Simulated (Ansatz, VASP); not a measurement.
One calculation of YIn5Te, two programs

```
CELL_PARAMETERS angstrom
4.55568 0.00000 0.00000
0.00000 4.55568 0.00000
0.00000 0.00000 9.66691
ATOMIC_POSITIONS crystal
Y 0.00000 0.00000 0.00000
In 0.00000 0.50000 0.25676
In 0.00000 0.50000 0.74324
In 0.50000 0.00000 0.25676
In 0.50000 0.00000 0.74324
In 0.50000 0.50000 0.00000
Te 0.00000 0.00000 0.50000
```

Change from the starting cell: species swapped into the TiGa5Co type (P4/mmm, No. 123).

Alike in both runs: functional PBE; k mesh 4 × 4 × 2; occupations gaussian, width 0.1 eV; no spin polarisation.

Ansatz relaxed the structure, and its values are those at the end. VASP's run is a single point on that final structure, the one shown.

```csv
,VASP,Ansatz
version,VASP 6.6.1,Ansatz 0.2.0
potentials or method,"VASP PAW PBE potentials, release 64 (Y_sv, In_d, Te)","scalar-relativistic, plane waves, PAW"
plane-wave cutoff (eV),520,420
valence electrons in the cell,82,92
```

|  | VASP | Ansatz | Ansatz less VASP |
| --- | --- | --- | --- |
| gap on the k mesh at the Fermi level (eV) | none | none | - |
| pressure (GPa) | -0.1 | -0.1 | +0.03 |

A gap of «none» marks a metal or a gap that the smearing closes. The two sets of potentials don't hold the same shells in valence.

Spin-orbit coupling is left out, which matters for the levels of Te.
